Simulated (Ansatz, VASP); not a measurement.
# Cross-check of KF (Carobbiite) between VASP and Ansatz

One calculation is typed for both programs; each brings its own data sets. How far apart do they land? The cell is taken from a series of runs on this material, whose earlier steps may have relaxed, scaled, displaced or heated it; both programs get it as it stands.

Program: Ansatz 0.2.0. Level of theory: plane waves, with VASP 6.6.1 beside it; zone-centre phonons at LDA. Results are calculated unless marked as measured.

**1. The structure**

The structure is cubic, space group Fm-3m (No. 225). Conventional cell: a = 5.162 Å, b = 5.162 Å, c = 5.162 Å, α = 90.00°, β = 90.00°, γ = 90.00°. K has 6 F at 2.58 Å nearest. Nearest to F lie 6 K at 2.58 Å. Farther neighbours and most contacts between anions are not listed.

**2. Ansatz: zone-centre phonons, LDA**

Ansatz runs on its PAW soft_1 files.

Second derivatives magnify differences that forces hide, and they need a tight electronic threshold.

Input file input.yaml:

```yaml
crystal:
  lattice:
    - [0.0, 2.5810340524, 2.5810340524]
    - [2.5810340524, 0.0, 2.5810340524]
    - [2.5810340524, 2.5810340524, 0.0]
  atoms:
    - { symbol: K, position: [0.0, 0.0, 0.0] }
    - { symbol: F, position: [0.5, 0.5, 0.5] }
kpoints:
  mp_grid: { grid: [8, 8, 8] }
hamiltonian:
  xc: lda
  pseudopotentials: { kind: paw, azcp: { folder: soft_1 }, xc_functional: pbe }
scf:
  occupations: { method: fixed }
output:
  eigenvalues: true
phonons:
  method: dfpt
  dielectric: true
  rigid_motions: translations
```

The run is started by

```
$ ansatz run input.yaml --threads 4 --pin off --max-ram 10240MiB --backend cpu --events-out ev --progress --plain --runs-dir out
```

Numbers of over 12 decimals in the logs are rounded to 6 here.

Output:

```text
Engine: ansatz 0.2.0, x86_64-unknown-linux-gnu
Pseudopotentials: kind: paw
Pseudopotential: K, paw, valence charge 9, recommended cutoff 420 eV (normal), soft_1/K.paw.azcp
Pseudopotential: F, paw, valence charge 7, recommended cutoff 420 eV (normal), soft_1/F.paw.azcp
Functional definition: SPW92
  exchange = slater_x
  correlation = pw_c
Crystal: 2 atoms, lattice volume = 34.388 Å³
Basis set: ecut = 420 eV, 645 PW (Γ), exchange–correlation on 50×50×50 points (8 copies of the dense FFT grid, shifted against one another)
Bands: 12, of which v1, the nominal top of the filled ones, is band 8 counted from 1 (7 counted from 0)
Symmetry: 48 space group operations
k-points: 59 of 512 (irreducible under 8 space group operations, time reversal used)
Non-local potential: K, projectors of the file, l = 0: 3, l = 1: 2, l = 2: 2
Non-local potential: F, projectors of the file, l = 0: 2, l = 1: 2, l = 2: 1
PAW form: soft (Blöchl's): semilocal exchange-correlation on the pseudo side does not see the compensation charge
PAW frozen core: K, regenerated for the run's functional, and the local potential with it (the file was generated under x = pbe(κ = 0.804, μ = 0.219515), c = pbe(β = 0.066725))
PAW frozen core: F, regenerated for the run's functional, and the local potential with it (the file was generated under x = pbe(κ = 0.804, μ = 0.219515), c = pbe(β = 0.066725))
PAW one-centre angular grid: K, 110 points (default); XC on 64 Gauss nodes
PAW one-centre angular grid: F, 110 points (default); XC on 64 Gauss nodes
Initial density: superposition of atomic densities (chi_scale 0.1, normalization cell, long waves kept (reshape's long-wave potential 0.00 eV rms))
Initial wavefunctions: pseudopotential atomic-orbital guess
Functional: x = slater, c = lda
SCF iter   1: F=—  HF=-2296.118922 eV  |F-HF|=—  |Δ(HF+E_count)|=         —  Δρ=2.17e-1  dr2=1.37e1  ethr=3.10e-3  ⟨swp⟩=4.7  Hψ=3971  notcnv=0  defer=70
preconditioner: auto → none  [insulator: Δε(μ)=2.648 eV  Ē_g=16.091 eV  n_scr=8 (ndim 8)  ℏωp=23.7 eV  f_vac=0.000  ε∞_Penn≈3.2]
SCF iter   2: F=—  HF=-2294.972414 eV  |F-HF|=—  |Δ(HF+E_count)|=    1.15e0  Δρ=1.83e-1  dr2=7.06e0  ethr=3.10e-3  ⟨swp⟩=4.0  Hψ=2397  notcnv=0  defer=99
SCF iter   3: F=—  HF=-2292.803644 eV  |F-HF|=—  |Δ(HF+E_count)|=    2.17e0  Δρ=2.94e-2  dr2=2.13e-1  ethr=3.10e-3  ⟨swp⟩=3.0  Hψ=1519  notcnv=0  defer=80
SCF iter   4: F=—  HF=-2292.790818 eV  |F-HF|=—  |Δ(HF+E_count)|=   1.28e-2  Δρ=1.29e-2  dr2=4.19e-2  ethr=1.33e-3  ⟨swp⟩=2.0  Hψ=1722  notcnv=0  defer=110
SCF iter   5: F=—  HF=-2292.781870 eV  |F-HF|=—  |Δ(HF+E_count)|=   8.95e-3  Δρ=1.05e-3  dr2=3.01e-4  ethr=2.62e-4  ⟨swp⟩=2.3  Hψ=1481  notcnv=0  defer=111
SCF iter   6: F=—  HF=-2292.782104 eV  |F-HF|=—  |Δ(HF+E_count)|=   2.34e-4  Δρ=1.88e-4  dr2=1.10e-5  ethr=1.88e-6  ⟨swp⟩=3.0  Hψ=1201  notcnv=0  defer=116
SCF iter   7: F=—  HF=-2292.782110 eV  |F-HF|=—  |Δ(HF+E_count)|=   6.10e-6  Δρ=3.86e-5  dr2=4.85e-7  ethr=6.87e-8  ⟨swp⟩=2.4  Hψ=1129  notcnv=0  defer=3
SCF iter   8: F=—  HF=-2292.782111 eV  |F-HF|=—  |Δ(HF+E_count)|=   1.24e-6  Δρ=9.96e-6  dr2=3.56e-8  ethr=3.03e-9  ⟨swp⟩=2.0  Hψ=819  notcnv=0
SCF iter   9: F=—  HF=-2292.782111 eV  |F-HF|=—  |Δ(HF+E_count)|=   9.66e-9  Δρ=1.88e-6  dr2=1.33e-9  ethr=2.23e-10  ⟨swp⟩=2.0  Hψ=876  notcnv=0
SCF iter  10: F=-2292.782111 eV  HF=-2292.782111 eV  |F-HF|=4.55e-13  |Δ(HF+E_count)|=  3.85e-10  Δρ=6.00e-8  dr2=1.33e-12  ethr=1.00e-12  ⟨swp⟩=7.1  Hψ=4152  notcnv=0
SCF 1 converged in 10 iterations: F = -2292.782111 eV  dr2 = 1.33e-12
  greatest PAW one-centre occupation: 0.985 electrons in one spin orbital (limit 2), on the K atom at site 0 (counted from 0), in its partial waves of l = 0
DFPT response loops at Γ: preconditioner auto → none (the input reference at scf.mixing.eps_inf says where Resta's filter doesn't serve); β = 0.50; Broyden in place of MSR1
SCF converged after 10 iterations
Free energy (F): -2292.782111 eV
Harris-Foulkes:  -2292.782111 eV  (|F-HF|=4.55e-13)
Internal energy: -2292.782111 eV  (E = F + TS)
E sigma→0 (E₀):  -2292.782111 eV
Fermi energy:    1.768265 eV
--- Per-component energies (eV) ---
  E_band       = -115.120555
  E_kinetic    = 452.840934
  E_local      = -1061.984077  (includes V_loc(G=0)·N_el)
  E_nonlocal   = 104.796265
  E_hartree    = 378.565192
  E_xc         = -209.868469
  E_vxc        = -263.317826  (∫ρ·V_xc dr)
  E_paw        = -934.675634  (= ΣΔE_a)
  E_vpaw       = -104.586901  (= ΣTr[D̂ρ^β])
  E_aug_tail   = 0.000691  (compensation charges beyond the density's cutoff)
  E_ewald      = -1022.827765
  E_core_change = 0.370752  (= ΣΔE_core)
  E_smearing   = -0.000000  (= −TS)
  E_closure    = -0.000000  (closes the sum)
  Σ components = -2292.782111   (vs F -2292.782111, Δ=0.00e0)
--- Band table (eV; the first three rows and the last of 59) ---
  k-point 0: bands = [... 4 lower, -6.9833, 1.7683, 1.7683, 1.7683, 8.1343, 12.5657, 12.5657, 12.5657]
  k-point 1: bands = [... 4 lower, -6.9899, 1.5938, 1.6967, 1.6967, 8.6161, 12.2776, 12.8030, 12.8030]
  k-point 2: bands = [... 4 lower, -7.0056, 1.2297, 1.5294, 1.5294, 9.7769, 11.9279, 13.4001, 13.4001]
  k-point 58: bands = [... 4 lower, -7.0876, 1.2537, 1.6507, 1.6507, 11.5638, 11.5638, 13.4317, 15.7531]
--- Phonons (Γ-DFPT): 2 representative perturbations + reference, on 59 of 512 k-points (Σ response iterations 6) ---
  k mesh reduced under 8 symmetry operations, with k and −k counted as one. Each operation leaves every solved perturbation unchanged. A smaller set is not considered because the run solves the response to a homogeneous field
  ASR residual: 4.615e-5 → 0.000e0 eV/Å²; symmetrization residual: 7.182e-7 eV/Å²
  ASR residual per site (eV/Å²): 1.81e-5 4.62e-5
  Γ frequencies (cm⁻¹): 0.00 0.00 0.00 210.68 210.68 210.68
  ε∞ (high-frequency dielectric tensor):
        2.097239    -0.000000    -0.000000
        0.000000     2.097239    -0.000000
        0.000000     0.000000     2.097239
  ε⁰ (static dielectric tensor: ions relaxed, cell fixed):
        5.429785    -0.000000    -0.000000
       -0.000000     5.429785    -0.000000
       -0.000000    -0.000000     5.429785
  ε⁰ − ε∞ (ionic part):
        3.332546    -0.000000    -0.000000
       -0.000000     3.332546    -0.000000
       -0.000000    -0.000000     3.332546
  softest optical mode at Γ: 210.68 cm⁻¹; the repairs (sum rule, projections) moved no ω² at Γ by more than (0.85 cm⁻¹)²
  Born effective charges Z* (e; rows j = field, columns β = displacement):
    site 0:
         1.14966   -0.00000    0.00000
        -0.00000    1.14966   -0.00000
        -0.00000   -0.00000    1.14966
    site 1:
        -1.14966    0.00000    0.00000
         0.00000   -1.14966    0.00000
         0.00000    0.00000   -1.14966
  Z* charge neutrality: 1.255e-6 e pre-enforcement
  k-mesh period / interband length: 29.2 Å / 0.88 Å = 33.32 at k = (0.0000, 0.0000, 0.0000), direct gap 6.366 eV — 14 or more, which is no proof of convergence
  optical modes at Γ without the LO–TO term, one row a degenerate level:
      ω (cm⁻¹)  modes    IR ((D/Å)²/amu)
        210.68      3             7.1548
  optical modes at Γ + LO–TO along q̂ = [1.0000, 0.0000, 0.0000]:
      ω (cm⁻¹)  modes    IR ((D/Å)²/amu)
        210.68      2             4.7698
        338.99      1             2.3849
  optical modes at Γ + LO–TO along q̂ = [0.0000, 1.0000, 0.0000]:
      ω (cm⁻¹)  modes    IR ((D/Å)²/amu)
        210.68      2             4.7698
        338.99      1             2.3849
  optical modes at Γ + LO–TO along q̂ = [0.0000, 0.0000, 1.0000]:
      ω (cm⁻¹)  modes    IR ((D/Å)²/amu)
        210.68      2             4.7698
        338.99      1             2.3849
```

[end of part 1 of 2]

[Lines on the potential files, build, host, timing and source positions are cut from VASP's logs without a mark.]

[Logs are printed without paths, hosts, clocks, repeated set-up lines and the standing remarks that a program may print on its own settings, such as how far it seeks lower states.]

[Hosts, paths, dates, database ids (printed as entryN), source tags and the programs' standing remarks are cut or masked in the printed files.]
